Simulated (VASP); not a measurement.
```xyz
2
Lattice="0.0000 3.0806 3.0806 3.0806 0.0000 3.0806 3.0806 3.0806 0.0000" Properties=species:S:1:pos:R:3 pbc="T T T"
In     0.0000     0.0000     0.0000
As     1.5403     1.5403     1.5403
```

The numbers are results of TPSS meta-GGA, VASP's PBE PAW potentials (set 64) (plane waves; VASP), not measurements. Settings: 520 eV cut-off, 9×9×9 Γ-centred mesh, first-order Methfessel-Paxton smearing of 0.10 eV, potentials In_d As.

Unless said otherwise, spin-orbit coupling is left out, though it shifts the bands of the heavy elements here.

Q: Estimate the energy per atom (σ→0), band gap (on the k-mesh) with the smallest direct gap where there is one.

A: 
```json
{
 "band gap (on the k-mesh)": "none (metal, semimetal or under 0.01 eV)",
 "energy per atom (σ→0)": "-1152.7 kJ/mol of atoms"
}
```

Total energies compare only between runs with the same potentials, cut-off and functional.

The compound is InAs in the zinc blende structure. It was relaxed first, which changed the volume by +5 %. The start is the result of an earlier pass.
